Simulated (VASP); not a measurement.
# MnS (Alabandite): how cutoff and mesh change the relaxed cell, part 2 of 2

How far does the relaxed cell of MnS (Alabandite) depend on cutoff and k mesh? The starting structure is a measured crystal structure from the Crystallography Open Database. The first relaxation on each setting starts from this cell expanded by 3 % in volume.

VASP 6.6.1.

Results so far: reference 15.88 Å³ an atom; a cutoff of 270 eV 15.39 Å³ an atom.

### Step 4. Relaxation with a 4×4×4 mesh

Level of this step: PBEsol, spin-polarised from an antiferromagnetic start; plane waves and PAW (Mn_pv, S) (VASP).

Against step 2 the input has a 4×4×4 mesh. This run starts from the cell of an earlier relaxation, which isn't shown; the restart sets up the plane waves anew.

The input, INCAR:

```
SYSTEM = MnS
PREC = Accurate
ENCUT = 450
EDIFF = 1E-06
NELM = 100
ISMEAR = 0
SIGMA = 0.03
LREAL = .FALSE.
ALGO = Normal
GGA = PS
NBANDS = 27
ISPIN = 2
MAGMOM = 4 -4 0 0
LASPH = .TRUE.
LMAXMIX = 4
LORBIT = 11
LWAVE = .FALSE.
LCHARG = .FALSE.
KPAR = 8
IBRION = 2
NSW = 50
ISIF = 3
EDIFFG = -0.006
```

The input, POSCAR:

```
MnS
1.0
    0.0000000000      2.5349411961      2.5349411961
    2.5349411961      0.0000000000      2.5349411961
    5.0140963328      5.0140963328      0.0557860594
Mn S
2 2
Direct
    0.0000000000      0.0000000000      0.0000000000
    0.0000000000      0.0000000000      0.5000000000
    0.5000000000      0.5000000000      0.2500000000
    0.5000000000      0.5000000000      0.7500000000
```

The input, KPOINTS:

```
Automatic mesh
0
Gamma
4 4 4
0 0 0
```

The projector-augmented-wave data sets are Mn_pv and S (PBE family, release 64).

The run is started by

```console
$ mpirun -np 8 vasp_std
```

Log:

```text
[... set-up lines as in an earlier step ...]
 entering main loop
       N       E                     dE             d eps       ncg     rms          rms(c)
DAV:   1     0.363145597133E+03    0.36315E+03   -0.19416E+04  1476   0.140E+03
DAV:   2    -0.434069990945E+01   -0.36749E+03   -0.35544E+03  1424   0.411E+02
DAV:   3    -0.314961785923E+02   -0.27155E+02   -0.26510E+02  1654   0.115E+02
DAV:   4    -0.323166411116E+02   -0.82046E+00   -0.81712E+00  1632   0.194E+01
[...]
DAV:  13    -0.300553274224E+02   -0.26938E-05   -0.27789E-05  1613   0.324E-02    0.753E-02
DAV:  14    -0.300553386689E+02   -0.11246E-04   -0.13738E-05  1522   0.278E-02    0.176E-02
DAV:  15    -0.300553385962E+02    0.72698E-07   -0.40413E-06  1555   0.124E-02
   1 F= -.30055339E+02 E0= -.30055339E+02  d E =-.300553E+02  mag=     0.0000
[...]
N       E                     dE             d eps       ncg     rms          rms(c)
DAV:   1    -0.300628322031E+02   -0.74935E-02   -0.12786E-01  1485   0.415E+00    0.833E-01
DAV:   2    -0.300559045826E+02    0.69276E-02   -0.36236E-02  1497   0.234E+00    0.759E-01
DAV:   3    -0.300557438447E+02    0.16074E-03   -0.13535E-03  1491   0.396E-01    0.147E-01
DAV:   4    -0.300555171641E+02    0.22668E-03   -0.88197E-04  1702   0.190E-01    0.887E-02
DAV:   5    -0.300554779025E+02    0.39262E-04   -0.18701E-04  1519   0.127E-01    0.597E-02
DAV:   6    -0.300554703919E+02    0.75106E-05   -0.26737E-05  1506   0.364E-02    0.142E-02
DAV:   7    -0.300554702901E+02    0.10179E-06   -0.50942E-06  1485   0.149E-02
   2 F= -.30055470E+02 E0= -.30055470E+02  d E =-.131694E-03  mag=     0.0000
 trial-energy change:   -0.000132  1 .order   -0.000179   -0.000382    0.000023
 step:   0.8558(harm=  0.9427)  dis= 0.00000  next Energy=   -30.055472 (dE=-0.134E-03)
 reached required accuracy - stopping structural energy minimisation
```

Elapsed: 43 s, on 8 MPI ranks of AMD EPYC 7R43, shared host; peak memory 1.9 GiB; 5.6 min of CPU time.

Parts of OUTCAR (step 4):

```text
  Total        0.0063267      0.0063267      0.0063267     -0.0024610      0.0024610      0.0024610
  in kB        0.1587683      0.1587683      0.1587683     -0.0617579      0.0617579      0.0617579
  external PRESSURE =       0.1587683 kB  Pullay stress =       0.0000000 kB

 POSITION                                       TOTAL-FORCE (eV/Angst)
 -----------------------------------------------------------------------------------
      5.00779      5.00779      0.05592        -0.000000     -0.000000     -0.000000
      2.50389      2.50389      0.02796         0.000000      0.000000      0.000000
      2.51787      2.51787      2.54583         0.000000     -0.000000      0.000000
      5.02177      5.02177      2.57379        -0.000000     -0.000000     -0.000000
 -----------------------------------------------------------------------------------
    total drift:                                0.000000      0.000000      0.000000

  FREE ENERGIE OF THE ION-ELECTRON SYSTEM (eV)
  ---------------------------------------------------
  free  energy   TOTEN  =       -30.0554702901 eV

  energy  without entropy=      -30.0554702901  energy(sigma->0) =      -30.05547029

 magnetization (x)
# of ion       s       p       d       tot
------------------------------------------
    1        0.016   0.014   4.026   4.056
    2       -0.016  -0.014  -4.026  -4.056
    3        0.000   0.000   0.000   0.000
    4        0.000   0.000   0.000   0.000
--------------------------------------------------
tot          0.000   0.000   0.000   0.000

[... 1 part as in an earlier step ...]

[... 3 further parts left out ...]
[key lines of the parts left out:]
E-fermi :   7.6928
```

With a 4×4×4 mesh the cell ends at 15.961 Å³ an atom, +0.49 % from the reference.

### Step 5. Relaxation with a cutoff of 600 eV

Against step 2 the input has ENCUT = 600. This run starts from the cell of an earlier relaxation, which isn't shown; the restart sets up the plane waves anew.

INCAR, as its differences from that of step 4:

```diff
@@ -2,3 +2,3 @@
 PREC = Accurate
-ENCUT = 450
+ENCUT = 600
 EDIFF = 1E-06
```

The input, POSCAR:

```
MnS
1.0
    0.0000000000      2.5272820150      2.5272820150
    2.5272820150      0.0000000000      2.5272820150
    5.0149537897      5.0149537897      0.0396102402
Mn S
2 2
Direct
    0.0000000000      0.0000000000      0.0000000000
    0.0000000000      0.0000000000      0.5000000000
    0.5000000000      0.5000000000      0.2500000000
    0.5000000000      0.5000000000      0.7500000000
```

The input, KPOINTS:

```
Automatic mesh
0
Gamma
8 8 8
0 0 0
```

The run is started by

```console
$ mpirun -np 8 vasp_std
```

Log:

```text
[... set-up lines as in an earlier step ...]
 entering main loop
       N       E                     dE             d eps       ncg     rms          rms(c)
DAV:   1     0.414303093856E+03    0.41430E+03   -0.22575E+04  7076   0.172E+03
DAV:   2    -0.216938181035E+00   -0.41452E+03   -0.40102E+03  7057   0.464E+02
DAV:   3    -0.313472708169E+02   -0.31130E+02   -0.30364E+02  7993   0.128E+02
DAV:   4    -0.323570840812E+02   -0.10098E+01   -0.10050E+01  8352   0.222E+01
[...]
DAV:  13    -0.301174862798E+02   -0.61681E-05   -0.24860E-05  8508   0.323E-02    0.714E-02
DAV:  14    -0.301174956573E+02   -0.93775E-05   -0.11842E-05  7585   0.262E-02    0.155E-02
DAV:  15    -0.301174957261E+02   -0.68748E-07   -0.24399E-06  7000   0.116E-02
   1 F= -.30117496E+02 E0= -.30117496E+02  d E =-.301175E+02  mag=     0.0000
[...]
reached required accuracy - stopping structural energy minimisation
```

It took 61 s on 8 MPI ranks; peak memory 2.9 GiB; 7.9 min of CPU time.

Parts of OUTCAR (step 5):

```text
  Total       -0.0005603     -0.0005603     -0.0005603      0.0038393     -0.0038393     -0.0038393
  in kB       -0.0140696     -0.0140696     -0.0140696      0.0964006     -0.0964006     -0.0964006
  external PRESSURE =      -0.0140696 kB  Pullay stress =       0.0000000 kB

 POSITION                                       TOTAL-FORCE (eV/Angst)
 -----------------------------------------------------------------------------------
      0.00000      0.00000      0.00000        -0.000000     -0.000000     -0.000000
      2.50748      2.50748      0.01981        -0.000000      0.000000      0.000000
      2.51738      2.51738      2.53718        -0.000000     -0.000000     -0.000000
      5.02486      5.02486      2.55699         0.000000      0.000000      0.000000
 -----------------------------------------------------------------------------------
    total drift:                               -0.000000      0.000000      0.000000

  FREE ENERGIE OF THE ION-ELECTRON SYSTEM (eV)
  ---------------------------------------------------
  free  energy   TOTEN  =       -30.1174957261 eV

  energy  without entropy=      -30.1174957261  energy(sigma->0) =      -30.11749573

 magnetization (x)
# of ion       s       p       d       tot
------------------------------------------
    1        0.014   0.015   4.011   4.041
    2       -0.014  -0.015  -4.011  -4.041
    3        0.000   0.000   0.000   0.000
    4        0.000   0.000   0.000   0.000
--------------------------------------------------
tot         -0.000   0.000   0.000  -0.000

[... 2 parts as in an earlier step ...]

[... 2 further parts left out ...]
[key lines of the parts left out:]
E-fermi :   7.6480
```

With a cutoff of 600 eV the cell ends at 15.952 Å³ an atom, +0.44 % from the reference.

### Step 6. Relaxation with a 10×10×10 mesh

Against step 2 the input has a 10×10×10 mesh. This run starts from the cell of an earlier relaxation, which isn't shown; the restart sets up the plane waves anew.

INCAR, as its differences from that of step 5:

```diff
@@ -2,3 +2,3 @@
 PREC = Accurate
-ENCUT = 600
+ENCUT = 450
 EDIFF = 1E-06
```

The input, POSCAR:

```
MnS
1.0
    0.0000000000      2.5269738127      2.5269738127
    2.5269738127      0.0000000000      2.5269738127
    5.0133175353      5.0133175353      0.0406300900
Mn S
2 2
Direct
    0.0000000000      0.0000000000      0.0000000000
    0.0000000000      0.0000000000      0.5000000000
    0.5000000000      0.5000000000      0.2500000000
    0.5000000000      0.5000000000      0.7500000000
```

The input, KPOINTS:

```
Automatic mesh
0
Gamma
10 10 10
0 0 0
```

The run is started by

```console
$ mpirun -np 8 vasp_std
```

Log:

```text
[... set-up lines as in an earlier step ...]
 entering main loop
       N       E                     dE             d eps       ncg     rms          rms(c)
DAV:   1     0.360068932624E+03    0.36007E+03   -0.19475E+04 13344   0.140E+03
DAV:   2    -0.469199395667E+01   -0.36476E+03   -0.35213E+03 12638   0.408E+02
DAV:   3    -0.315862360517E+02   -0.26894E+02   -0.26341E+02 14524   0.114E+02
DAV:   4    -0.323585088958E+02   -0.77227E+00   -0.76843E+00 14570   0.191E+01
[...]
DAV:  13    -0.301165351071E+02   -0.61970E-05   -0.25144E-05 15223   0.322E-02    0.718E-02
DAV:  14    -0.301165446922E+02   -0.95851E-05   -0.11986E-05 13523   0.261E-02    0.154E-02
DAV:  15    -0.301165447135E+02   -0.21275E-07   -0.23468E-06 12248   0.113E-02
   1 F= -.30116545E+02 E0= -.30116545E+02  d E =-.301165E+02  mag=     0.0000
[...]
N       E                     dE             d eps       ncg     rms          rms(c)
DAV:   1    -0.301247556814E+02   -0.82110E-02   -0.14044E-01 13296   0.435E+00    0.871E-01
DAV:   2    -0.301172208991E+02    0.75348E-02   -0.41123E-02 13410   0.249E+00    0.789E-01
DAV:   3    -0.301169955510E+02    0.22535E-03   -0.15762E-03 13338   0.444E-01    0.153E-01
DAV:   4    -0.301167496336E+02    0.24592E-03   -0.10248E-03 15028   0.208E-01    0.928E-02
DAV:   5    -0.301167071079E+02    0.42526E-04   -0.21302E-04 13704   0.140E-01    0.637E-02
DAV:   6    -0.301166989529E+02    0.81550E-05   -0.30806E-05 13475   0.380E-02    0.156E-02
DAV:   7    -0.301166992882E+02   -0.33532E-06   -0.59259E-06 13298   0.162E-02
   2 F= -.30116699E+02 E0= -.30116699E+02  d E =-.154575E-03  mag=     0.0000
 trial-energy change:   -0.000155  1 .order   -0.000208   -0.000423    0.000006
 step:   0.9520(harm=  0.9864)  dis= 0.00000  next Energy=   -30.116699 (dE=-0.155E-03)
 reached required accuracy - stopping structural energy minimisation
```

Elapsed: 1.7 min, on 8 MPI ranks; peak memory 3 GiB; 13 min of CPU time.

OUTCAR, selected parts (step 6):

```text
  Total        0.0023956      0.0023956      0.0023956      0.0050437     -0.0050437     -0.0050437
  in kB        0.0604249      0.0604249      0.0604249      0.1272189     -0.1272189     -0.1272189
  external PRESSURE =       0.0604249 kB  Pullay stress =       0.0000000 kB

 POSITION                                       TOTAL-FORCE (eV/Angst)
 -----------------------------------------------------------------------------------
      0.00000      2.52342      2.52342         0.000000     -0.000000     -0.000000
      5.02712      5.02712      5.06654         0.000000      0.000000      0.000000
      2.51356      2.51356      2.53327        -0.000000      0.000000     -0.000000
      5.01726      5.01726      2.55298        -0.000000      0.000000     -0.000000
 -----------------------------------------------------------------------------------
    total drift:                               -0.000000      0.000000      0.000000

  FREE ENERGIE OF THE ION-ELECTRON SYSTEM (eV)
  ---------------------------------------------------
  free  energy   TOTEN  =       -30.1166992882 eV

  energy  without entropy=      -30.1166992882  energy(sigma->0) =      -30.11669929

 magnetization (x)
# of ion       s       p       d       tot
------------------------------------------
    1        0.014   0.015   4.004   4.032
    2       -0.014  -0.015  -4.004  -4.032
    3        0.000   0.000   0.000   0.000
    4        0.000   0.000   0.000   0.000
--------------------------------------------------
tot          0.000   0.000   0.000   0.000

[... 1 part as in an earlier step ...]

[... 3 further parts left out ...]
[key lines of the parts left out:]
E-fermi :   7.7258
```

With a 10×10×10 mesh the cell ends at 15.880 Å³ an atom, -0.02 % from the reference.

### Step 7. Comparison

| run | volume (Å³/atom) | change (%) | pressure left (GPa) | core minutes |
| --- | --- | --- | --- | --- |
| reference | 15.883 | - | 0.01 | 41.1 |
| a cutoff of 270 eV | 15.394 | -3.08 | 0.0 | 37.7 |
| a 4×4×4 mesh | 15.961 | 0.49 | 0.02 | 27.7 |
| a cutoff of 600 eV | 15.952 | 0.44 | 0.0 | 55.6 |
| a 10×10×10 mesh | 15.88 | -0.02 | 0.01 | 59.1 |

Core minutes are wall time times ranks, summed over the relaxations behind a row (those for a bulk modulus apart), on shared hosts.

### Step 8. What came out

```yaml
volume_of_the_reference: 15.88 Å³/atom
volume_against_the_reference_a_cutoff_of_270_ev: -3.08 %
volume_against_the_reference_a_4x4x4_mesh: +0.49 %
volume_against_the_reference_a_cutoff_of_600_ev: +0.44 %
volume_against_the_reference_a_10x10x10_mesh: -0.02 %
```

**Reading.** The volume moves most with a cutoff of 270 eV: -3.08 % against the reference (450 eV, 8×8×8 mesh). On finer settings it changes by +0.44 % with a cutoff of 600 eV and -0.02 % with a 10×10×10 mesh. A cell that shrinks at the lower cutoff is the usual mark of Pulay stress, the error that a plane-wave basis makes when it is kept while the volume changes. Further runs on this material are not shown.

[Lines on the potential files, build, host, timing and source positions are cut from VASP's logs without a mark.]

[Logs are printed without paths, hosts, clocks, repeated set-up lines and the standing remarks that a program may print on its own settings, such as how far it seeks lower states.]

[Hosts, paths, dates, database ids (printed as entryN), source tags and the programs' standing remarks are cut or masked in the printed files.]
